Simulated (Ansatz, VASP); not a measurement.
# NiMoIrPdW: VASP beside Ansatz

```
Ni Mo Pd Ir W
1.0
     2.70442    0.00000    0.00000
    -1.35221    2.34209    0.00000
     0.00000    0.00000   11.10901
Ni Mo Pd Ir W
1 1 1 1 1
Cartesian
  0.0000 0.0000 7.8782
  1.3522 0.7807 3.2688
  1.3522 0.7807 9.9871
  0.0000 0.0000 1.1780
  1.3522 0.7807 5.8790
```

Change from the starting cell: volume scaled by 0.94.

Alike in both runs: task single point; functional PBE; k mesh 11 × 11 × 3; occupations fermi-dirac, width 0.05 eV; collinear spin, ferromagnetic start.

|  | VASP | Ansatz |
| --- | --- | --- |
| version | VASP 6.6.1 | Ansatz 0.2.0 |
| potentials or method | VASP PAW PBE potentials, release 64 (Ni, Mo_sv, Pd, Ir, W_sv) | Ansatz PAW |
| plane-wave cutoff (eV) | 520 | 420 |
| valence electrons in the cell | 57 | 81 |

|  | VASP | Ansatz | Ansatz less VASP |
| --- | --- | --- | --- |
| gap on the k mesh at the Fermi level (eV) | none | none | - |
| pressure (GPa) | 17.1 | 16.6 | -0.53 |
| largest component of the traceless stress (GPa) | 0.58 | 0.61 | +0.037 |
| rms of the force components (eV/Å) | 0.305 | 0.288 | -0.0168 |
| net moment per atom (μB) | 0.00 | 0.00 | 0.000 |

Atom by atom the forces differ by 0.019 eV/Å (rms over components). A gap of «none» marks a metal or a gap that the smearing closes. The two sets of potentials don't hold the same shells in valence.

Caveats: the starting moments weren't kept (Ansatz). The runs have no spin-orbit coupling, so splittings on Ir, W are missing.
